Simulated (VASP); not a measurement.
Here is the system:

```
Dy
1.0
    1.77667    -3.07728     0.00000
    1.77667     3.07728     0.00000
    0.00000     0.00000     5.50680
Dy
2
Cartesian
  1.77667   1.02576   1.37670
  1.77667  -1.02576   4.13010
```

Method: PBEsol GGA, VASP's PBE PAW potentials (set 64) (plane waves; VASP). Run with 400 eV cut-off, Gaussian smearing of 0.050 eV, potentials Dy_3.

The 4f electrons are frozen in the core of the lanthanide potential, so 4f levels, which can set the real gap, and their magnetism are missing.

Q: Estimate the band gap (along the path) with the smallest direct gap where there is one.

A: 
The band gap (along the path) is none (metal, semimetal or under 0.01 eV).

Total energies compare only between runs with the same potentials, cut-off and functional.

The compound is Dy in the hcp structure. It was relaxed first.
